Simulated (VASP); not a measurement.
```yaml
crystal:
  lattice:
    - [3.43474, 0.00000, 0.00000]
    - [-1.71737, 2.97457, 0.00000]
    - [0.00000, 0.00000, 16.79262]
  atoms:
    - { symbol: Pt, position: [0.98364, 0.99940, 0.49985] }
    - { symbol: S, position: [0.33761, 0.65825, 0.58182] }
    - { symbol: S, position: [0.67876, 0.34236, 0.41833] }
```

All values below come from PBE GGA, VASP's PBE PAW potentials (set 64) (plane waves; VASP). Numerical set-up: 300 eV cut-off, 8×8×1 Γ-centred mesh, Gaussian smearing of 0.27 eV, potentials Pt S.

At this cut-off the stress carries a Pulay error, which pulls relaxed volumes low. The cell holds a wide vacuum, so values per volume refer to the whole cell.

Task: Which forces act on the atoms, in eV/Å?

Result: 
```json
[
 {"atom": "Pt1", "Fx": "1.322", "Fy": "0.052", "Fz": "0.057"},
 {"atom": "S2", "Fx": "-0.671", "Fy": "0.150", "Fz": "-0.791"},
 {"atom": "S3", "Fx": "-0.651", "Fy": "-0.202", "Fz": "0.734"}
]
```

Task: Give the stress tensor in GPa (positive for a compressed cell).

Result: 
```
 0.93   0.01  -0.03
 0.01   1.42   0.45
-0.03   0.45  -2.12
```
The pressure is its mean diagonal, 0.08 GPa.

The cell is a sheet with vacuum, built from a generated structure.
